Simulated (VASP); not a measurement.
An input for Ansatz (written as the equivalent of a VASP run, and not itself run):

Ansatz 0.2 input:
```yaml
crystal:
  lattice:
    - [0.0000000, 2.6611900, 2.6611900]
    - [2.6611900, 0.0000000, 2.6611900]
    - [2.6611900, 2.6611900, 0.0000000]
  atoms:
    - { symbol: Si, position: [0.0000000, 0.0000000, 0.0000000] }
    - { symbol: Si, position: [0.2500000, 0.2500000, 0.2500000] }
kpoints:
  mp_grid: { grid: [7, 7, 7] }
hamiltonian:
  xc: pbe
  pseudopotentials: { kind: paw }
scf:
  occupations: { method: fermi_dirac, width: 0.01 }
  max_iter: 100
output: { forces: true, stress: true, eigenvalues: true }
```

Problem. Write the VASP files for the same calculation (PBE).

Solution. This is not unique; one that fits is 
POSCAR:
```
Si
1
    0.0000000000     2.6611900000     2.6611900000
    2.6611900000     0.0000000000     2.6611900000
    2.6611900000     2.6611900000     0.0000000000
Si
2
Direct
  0.0000000000   0.0000000000   0.0000000000
  0.2500000000   0.2500000000   0.2500000000
```

KPOINTS:
```
Automatic mesh
0
Gamma
7 7 7
0 0 0
```

**INCAR**
```
SYSTEM = Si
PREC = Accurate
ENCUT = 300
EDIFF = 1E-6
NELM = 100
ALGO = Normal
LREAL = .FALSE.
LASPH = .TRUE.
ISMEAR = -1
SIGMA = 0.01
GGA = PE
LWAVE = .FALSE.
LCHARG = .FALSE.
ISIF = 2
```

POTCAR, in this order: Si (PBE.64 set). Program: vasp_std.

Limits of the translation: each code has its own PAW files, so the cut-off isn't converted (ENCUT is set for VASP's; basis.ecutwfc is left out, and Ansatz then takes the one that its files recommend); Ansatz stops its SCF on the density residual and VASP on the energy change (EDIFF).

The structure is a typed Si crystal (Fd-3m). The cell was not relaxed at this level, and its volume differs by -5.9 % from the start's.
